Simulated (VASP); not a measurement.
Output of a VASP run:

File OSZICAR:
```
       N       E                     dE             d eps       ncg     rms          rms(c)
DAV:   1     0.342270573780E+02    0.34227E+02   -0.55082E+03   220   0.943E+02
DAV:   2    -0.231807300674E+02   -0.57408E+02   -0.55955E+02   241   0.226E+02
DAV:   3    -0.258002646776E+02   -0.26195E+01   -0.26131E+01   303   0.452E+01
DAV:   4    -0.258577479590E+02   -0.57483E-01   -0.57436E-01   346   0.607E+00
DAV:   5    -0.258594997525E+02   -0.17518E-02   -0.17517E-02   299   0.817E-01    0.620E+00
DAV:   6    -0.227708332376E+02    0.30887E+01   -0.13715E+00   320   0.131E+01    0.356E+00
DAV:   7    -0.226724469090E+02    0.98386E-01   -0.15321E+00   303   0.992E+00    0.790E-01
DAV:   8    -0.228675554825E+02   -0.19511E+00   -0.56666E-01   290   0.744E+00    0.724E-01
DAV:   9    -0.222590109569E+02    0.60854E+00   -0.17639E-01   226   0.404E+00    0.316E-01
DAV:  10    -0.222977508066E+02   -0.38740E-01   -0.42871E-02   234   0.239E+00    0.318E-01
DAV:  11    -0.223028486901E+02   -0.50979E-02   -0.34476E-03   261   0.566E-01    0.188E-01
DAV:  12    -0.223118020909E+02   -0.89534E-02   -0.26683E-03   226   0.631E-01    0.381E-02
DAV:  13    -0.223118534123E+02   -0.51321E-04   -0.26467E-04   295   0.164E-01    0.229E-02
DAV:  14    -0.223132043301E+02   -0.13509E-02   -0.86471E-04   220   0.408E-01    0.230E-02
DAV:  15    -0.223123271699E+02    0.87716E-03   -0.42213E-04   223   0.243E-01    0.121E-02
DAV:  16    -0.223128701160E+02   -0.54295E-03   -0.32901E-04   220   0.202E-01    0.557E-03
DAV:  17    -0.223128671641E+02    0.29519E-05   -0.31322E-06   335   0.174E-02    0.417E-03
DAV:  18    -0.223128670839E+02    0.80188E-07   -0.16684E-07   149   0.363E-03
   1 F= -.22312867E+02 E0= -.22312867E+02  d E =-.223129E+02
       N       E                     dE             d eps       ncg     rms          rms(c)
DAV:   1    -0.223142694635E+02   -0.14023E-02   -0.28877E-02   232   0.198E+00    0.183E-01
DAV:   2    -0.223135308133E+02    0.73865E-03   -0.22908E-03   300   0.505E-01    0.942E-02
DAV:   3    -0.223132961420E+02    0.23467E-03   -0.84168E-04   356   0.298E-01    0.461E-02
DAV:   4    -0.223133238257E+02   -0.27684E-04   -0.40028E-05   244   0.738E-02    0.252E-02
DAV:   5    -0.223133427276E+02   -0.18902E-04   -0.34687E-05   289   0.683E-02    0.618E-03
DAV:   6    -0.223133415338E+02    0.11938E-05   -0.16672E-05   223   0.555E-02    0.160E-03
DAV:   7    -0.223133402141E+02    0.13197E-05   -0.20511E-06   235   0.180E-02    0.155E-03
DAV:   8    -0.223133410865E+02   -0.87235E-06   -0.10747E-06   213   0.116E-02
   2 F= -.22313341E+02 E0= -.22313341E+02  d E =-.474003E-03
```

### OUTCAR
```
------------------------ aborting loop because EDIFF is reached ----------------------------------------
  FORCE on cell =-STRESS in cart. coord.  units (eV):
  Direction    XX          YY          ZZ          XY          YZ          ZX
  --------------------------------------------------------------------------------------
  Total       -0.0771738     -0.0771738     -0.0771738      0.0000000      0.0000000     -0.0000000
  in kB       -1.9574784     -1.9574784     -1.9574784      0.0000000      0.0000000     -0.0000000
  external PRESSURE =      -1.9574784 kB  Pullay stress =       0.0000000 kB
  volume of cell :       63.17
      direct lattice vectors                 reciprocal lattice vectors
     3.982549856  0.000000000 -0.000000000     0.251095413 -0.000000000  0.000000000
     0.000000000  3.982549856 -0.000000000    -0.000000000  0.251095413 -0.000000000
    -0.000000000  0.000000000  3.982549856     0.000000000  0.000000000  0.251095413
 POSITION                                       TOTAL-FORCE (eV/Angst)
 -----------------------------------------------------------------------------------
      0.00000      0.00000      0.00000         0.000000      0.000000      0.000000
      1.99127      1.99127      1.99127        -0.000000     -0.000000      0.000000
      1.99127      0.00000      1.99127         0.000000      0.000000      0.000000
      0.00000      1.99127      1.99127         0.000000     -0.000000      0.000000
      1.99127      1.99127     -0.00000         0.000000     -0.000000      0.000000
 -----------------------------------------------------------------------------------
    total drift:                                0.000000     -0.000000     -0.000000
  FREE ENERGIE OF THE ION-ELECTRON SYSTEM (eV)
  ---------------------------------------------------
  free  energy   TOTEN  =       -22.3133410865 eV

  energy  without entropy=      -22.3133410865  energy(sigma->0) =      -22.31334109

 reached required accuracy - stopping structural energy minimisation
```
(Selected blocks of OUTCAR.)

POSCAR:
```
KMgH3
1
    3.9881000000     0.0000000000     0.0000000000
    0.0000000000     3.9881000000     0.0000000000
    0.0000000000     0.0000000000     3.9881000000
K Mg H
1 1 3
Direct
  0.0000000000   0.0000000000   0.0000000000
  0.5000000000   0.5000000000   0.5000000000
  0.5000000000   0.0000000000   0.5000000000
  0.0000000000   0.5000000000   0.5000000000
  0.5000000000   0.5000000000   0.0000000000
```

### Question
Write an INCAR and KPOINTS that could have produced this output.

### Answer
This is not unique; one that fits is the input of the run itself, r2SCAN meta-GGA, plane waves, VASP's PBE PAW potentials (set 64).

KPOINTS:
```
kpoints
0
gamma
  5 5 5
```

**INCAR**
```
# general
SYSTEM  = KMgH3
PREC    = Accurate
ENCUT   = 400
LREAL   = .False.   # projection in real space or not
LASPH   = .True.   # aspherical one-centre terms

# electronic loop
EDIFF   = 1E-6   # SCF stop (eV)
NELM    = 100   # most electronic steps
ALGO    = Normal   # blocked Davidson
LMIXTAU = .True.

# smearing
ISMEAR  = 0   # Gaussian
SIGMA   = 0.05   # width (eV)

# functional
METAGGA = R2SCAN

# ions
IBRION  = 2   # conjugate gradients
NSW     = 60   # most ionic steps
ISIF    = 3   # ions, shape and volume
EDIFFG  = -0.02   # ionic stop

# output
LWAVE   = .False.
LCHARG  = .False.
```

POTCAR, in this order: K_sv Mg H (PBE.64 set). Program: vasp_std.

The structure comes from a computed database's KMgH3 entry (Pm-3m); how it stands against other phases isn't given here. This run relaxes it. Symmetry was kept, so distortions that lower it aren't found. The start is the result of an earlier pass.
